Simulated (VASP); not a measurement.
Input for VASP

INCAR:
```
# general
SYSTEM   =  Ge
PREC     =  Accurate
ENCUT    =  400
LREAL    =  F   # projection in real space or not
LASPH    =  T   # aspherical one-centre terms

# electronic loop
EDIFF    =  1E-6
NELM     =  100   # most electronic steps
ALGO     =  Normal   # blocked Davidson
LMAXMIX  =  4

# smearing
ISMEAR   =  0
SIGMA    =  0.05   # width (eV)

# ions
IBRION   =  2   # conjugate gradients
NSW      =  60
ISIF     =  3   # ions, shape and volume
EDIFFG   =  -0.01

# output
LWAVE    =  F
LCHARG   =  F
```

**KPOINTS**
```
Automatic mesh
0
Gamma
7 7 7
0 0 0
```

File POSCAR:
```
Ge
1.0
  0.0000000000   2.8061139959   2.8061139959
  2.8061139959   0.0000000000   2.8061139959
  2.8061139959   2.8061139959   0.0000000000
Ge
2
Direct
  0.0000000000   0.0000000000   0.0000000000
  0.2500000000   0.2500000000   0.2500000000
```

POTCAR, in this order: Ge_d (LDA.64 set). Program: vasp_std.

Write an equivalent input for Quantum ESPRESSO's pw.x.

One equivalent input (not run):
```
&CONTROL
  calculation = 'vc-relax'
  pseudo_dir = './pseudo'
  outdir = './out'
  tprnfor = .true.
  tstress = .true.
  nstep = 60
  forc_conv_thr = 0.00039
/
&SYSTEM
  ibrav = 0
  nat = 2
  ntyp = 1
  ecutwfc = 78
  occupations = 'smearing'
  smearing = 'gaussian'
  degauss = 0.003675
  input_dft = 'pz'
/
&ELECTRONS
  conv_thr = 7.3e-08
  electron_maxstep = 100
/
&IONS
/
&CELL
/
ATOMIC_SPECIES
  Ge 72.630 Ge.upf
CELL_PARAMETERS angstrom
    -0.0000000    2.8061140    2.8061140
     2.8061140    0.0000000    2.8061140
     2.8061140    2.8061140    0.0000000
ATOMIC_POSITIONS crystal
  Ge   0.0000000  0.0000000  0.0000000
  Ge   0.2500000  0.2500000  0.2500000
K_POINTS automatic
  7 7 7 0 0 0
```
The two are equivalent in intent, not identical: the potentials are each code's own (VASP's PAW set, PseudoDojo norm-conserving files in pw.x), so ENCUT and ecutwfc are chosen apart and not converted; conv_thr bounds pw.x's estimated SCF error, while EDIFF bounds the energy change between steps; forc_conv_thr acts on force components and is met together with etot_conv_thr.

The compound is Ge in the diamond structure. This run relaxes it. Symmetry was kept, so distortions that lower it aren't found. The start is the result of an earlier pass.
